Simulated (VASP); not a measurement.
Method: SCAN meta-GGA, VASP's PBE PAW potentials (set 64) (plane waves; VASP).

The input files of a VASP run:

File POSCAR:
```
Te
1.0
  4.4542898901   0.0000000000   0.0000000000
 -2.2271449450   3.8575280524   0.0000000000
  0.0000000000   0.0000000000   5.9414899236
Te
3
Cartesian
  1.1946236418   0.0000000000   1.9804946607
  3.8569780692   1.0345743820   3.9609952629
  1.6298331242   2.8229536704   0.0000000000
```

**INCAR**
```
# general
SYSTEM =Te
PREC   =Accurate
ENCUT  =400
LREAL  =F
LASPH  =T

# electronic loop
EDIFF  =1E-6
NELM   =100
ALGO   =Normal
LMAXMIX=4
LMIXTAU=T

# smearing
ISMEAR =0
SIGMA  =0.05

# functional
METAGGA=SCAN

# ions
IBRION =2
NSW    =60
ISIF   =3
EDIFFG =-0.02

# output
LWAVE  =F
LCHARG =F
```

KPOINTS:
```
Automatic mesh
0
Gamma
5 5 4
0 0 0
```

POTCAR, in this order: Te (PBE.64 set). Program: vasp_std.

The run wrote:

**OUTCAR**
```
 ion  position               nearest neighbor table
   1  0.268  0.000  0.333-   3 2.86   2 2.86   3 3.48   3 3.48   2 3.48   2 3.48
   2  0.000  0.268  0.667-   3 2.86   1 2.86   3 3.48   3 3.48   1 3.48   1 3.48
   3  0.732  0.732  0.000-   2 2.86   1 2.86   1 3.48   2 3.48   2 3.48   1 3.48
  LATTYP: Found a hexagonal cell.
 ALAT       =     4.4542898901
 C/A-ratio  =     1.3338803873
 Subroutine PRICEL returns:
 Original cell was already a primitive cell.
 Subroutine GETGRP returns: Found  6 space group operations
The static configuration has the point symmetry C_2 .
 The point group associated with its full space group is D_3 .
The dynamic configuration has the point symmetry C_2 .
 Subroutine INISYM returns: Found  6 space group operations
 Subroutine IBZKPT returns following result:
 Found     17 irreducible k-points:

 Following reciprocal coordinates:
            Coordinates               Weight
  0.000000  0.000000  0.000000      1.000000
  0.200000  0.000000  0.000000      6.000000
  0.400000  0.000000  0.000000      6.000000
  0.200000  0.200000  0.000000      6.000000
  0.400000  0.200000  0.000000      6.000000
  0.000000  0.000000  0.250000      2.000000
  0.200000  0.000000  0.250000      6.000000
  0.000000  0.200000  0.250000      6.000000
  0.400000  0.000000  0.250000      6.000000
  0.000000  0.400000  0.250000      6.000000
  0.200000  0.200000  0.250000     12.000000
  0.400000  0.200000  0.250000     12.000000
  0.000000  0.000000  0.500000      1.000000
  0.200000  0.000000  0.500000      6.000000
  0.400000  0.000000  0.500000      6.000000
  0.200000  0.200000  0.500000      6.000000
  0.400000  0.200000  0.500000      6.000000
   k-points           NKPTS =     17   k-points in BZ     NKDIM =     17   number of bands    NBANDS=     13
   number of dos      NEDOS =    301   number of ions     NIONS =      3
   total plane-waves  NPLWV =  36000
   dimension x,y,z NGX =    30 NGY =   30 NGZ =   40
   dimension x,y,z NGXF=    60 NGYF=   60 NGZF=   80
   ions per type =               3
   PREC   = accura    normal or accurate (medium, high low for compatibility)
   ISTART =      0    job   : 0-new  1-cont  2-samecut
   ICHARG =      2    charge: 1-file 2-atom 10-const
   ISPIN  =      1    spin polarized calculation?
   LNONCOLLINEAR =      F non collinear calculations
   LSORBIT =      F    spin-orbit coupling
   INIWAV =      1    electr: 0-lowe 1-rand  2-diag
   ENCUT  =  400.0 eV  29.40 Ry    5.42 a.u.   7.26  7.26  9.69*2*pi/ulx,y,z
   NELM   =    100;   NELMIN=  2; NELMDL= -5     # of ELM steps
   EDIFF  = 0.1E-05   stopping-criterion for ELM
   LREAL  =      F    real-space projection
   NLSPLINE    = F    spline interpolate recip. space projectors
   LMAXMIX     =    4 max onsite mixed and CHGCAR
   VOSKOWN=      0    Vosko Wilk Nusair interpolation
   EDIFFG = -.2E-01   stopping-criterion for IOM
   NSW    =     60    number of steps for IOM
   NBLOCK =      1;   KBLOCK =     60    inner block; outer block
   IBRION =      2    ionic relax: 0-MD 1-quasi-New 2-CG
   NFREE  =      1    steps in history (QN), initial steepest desc. (CG)
   ISIF   =      3    stress and relaxation
   ISYM   =      2    0-nonsym 1-usesym 2-fastsym
   TEIN   =    0.0    initial temperature
   TEBEG  =    0.0;   TEEND  =   0.0 temperature during run
   SMASS  =  -3.00    Nose mass-parameter (am)
   PSTRESS=    0.0 pullay stress
   NELECT =      18.0000    total number of electrons
   EFERMI =   0.00;   METHOD = LEGACY
   ISMEAR =     0;   SIGMA  =   0.05  broadening in eV -4-tet -1-fermi 0-gaus
   IALGO  =     38    algorithm
   LDIAG  =      T    sub-space diagonalisation (order eigenvalues)
   IMIX   =      4    mixing-type and parameters
     AMIX     =   0.40;   BMIX     =  1.00
     AMIX_MAG =   1.60;   BMIX_MAG =  1.00
...
```

**OSZICAR**
```
       N       E                     dE             d eps       ncg     rms          rms(c)
DAV:   1    -0.349271769653E+02   -0.34927E+02   -0.57090E+03   442   0.912E+02
DAV:   2    -0.109870240088E+03   -0.74943E+02   -0.71800E+02   573   0.147E+02
DAV:   3    -0.114596758421E+03   -0.47265E+01   -0.46796E+01   547   0.428E+01
DAV:   4    -0.114680172967E+03   -0.83415E-01   -0.83371E-01   541   0.697E+00
DAV:   5    -0.114681390872E+03   -0.12179E-02   -0.12179E-02   545   0.758E-01    0.132E+01
DAV:   6    -0.112005848442E+03    0.26755E+01   -0.35943E-01   442   0.612E+00    0.995E+00
DAV:   7    -0.110669321959E+03    0.13365E+01   -0.15416E+00   442   0.856E+00    0.711E+00
DAV:   8    -0.111716291959E+03   -0.10470E+01   -0.13124E+00   442   0.988E+00    0.126E+00
DAV:   9    -0.111623739517E+03    0.92552E-01   -0.16456E-01   442   0.445E+00    0.183E+00
DAV:  10    -0.111705120615E+03   -0.81381E-01   -0.48214E-02   452   0.260E+00    0.597E-01
DAV:  11    -0.111760376739E+03   -0.55256E-01   -0.10554E-01   442   0.405E+00    0.350E-01
DAV:  12    -0.111756181901E+03    0.41948E-02   -0.10900E-02   442   0.107E+00    0.288E-01
DAV:  13    -0.111757577707E+03   -0.13958E-02   -0.11704E-03   477   0.350E-01    0.106E-01
DAV:  14    -0.111756615320E+03    0.96239E-03   -0.21430E-03   442   0.606E-01    0.426E-02
DAV:  15    -0.111756315537E+03    0.29978E-03   -0.21557E-03   442   0.630E-01    0.101E-01
DAV:  16    -0.111756677497E+03   -0.36196E-03   -0.14707E-03   442   0.495E-01    0.435E-02
DAV:  17    -0.111756723599E+03   -0.46102E-04   -0.64244E-05   487   0.109E-01    0.333E-02
DAV:  18    -0.111756773437E+03   -0.49839E-04   -0.91581E-05   442   0.127E-01    0.430E-02
DAV:  19    -0.111756772004E+03    0.14327E-05   -0.48224E-06   462   0.266E-02    0.307E-02
DAV:  20    -0.111756777308E+03   -0.53035E-05   -0.22502E-06   314   0.188E-02    0.293E-02
DAV:  21    -0.111756777533E+03   -0.22496E-06   -0.30293E-06   431   0.200E-02
   1 F= -.11175678E+03 E0= -.11175678E+03  d E =-.111757E+03
```

**OUTCAR**
```
------------------------ aborting loop because EDIFF is reached ----------------------------------------
  FORCE on cell =-STRESS in cart. coord.  units (eV):
  Direction    XX          YY          ZZ          XY          YZ          ZX
  --------------------------------------------------------------------------------------
  Total        0.0124814      0.0124814     -0.0154560      0.0000000     -0.0000000      0.0000000
  in kB        0.1958799      0.1958799     -0.2425629      0.0000000     -0.0000000      0.0000000
  external PRESSURE =       0.0497323 kB  Pullay stress =       0.0000000 kB
  volume of cell :      102.09
      direct lattice vectors                 reciprocal lattice vectors
     4.454289890  0.000000000  0.000000000     0.224502676  0.129616685  0.000000000
    -2.227144945  3.857528052  0.000000000     0.000000000  0.259233371  0.000000000
     0.000000000  0.000000000  5.941489924     0.000000000  0.000000000  0.168307952
 POSITION                                       TOTAL-FORCE (eV/Angst)
 -----------------------------------------------------------------------------------
      1.19462      0.00000      1.98049         0.006641      0.000000      0.000000
     -0.59731      1.03457      3.96100        -0.003321      0.005752     -0.000000
      1.62983      2.82295      0.00000        -0.003321     -0.005752     -0.000000
 -----------------------------------------------------------------------------------
    total drift:                                0.001168      0.001217      0.000015
  FREE ENERGIE OF THE ION-ELECTRON SYSTEM (eV)
  ---------------------------------------------------
  free  energy   TOTEN  =      -111.7567775330 eV

  energy  without entropy=     -111.7567775330  energy(sigma->0) =     -111.75677753

 reached required accuracy - stopping structural energy minimisation
```
(Selected blocks of OUTCAR.)

The structure comes from a measured Te entry (P3_121) of the Crystallography Open Database, whose conditions weren't checked. It was relaxed first. The start is the result of an earlier pass.
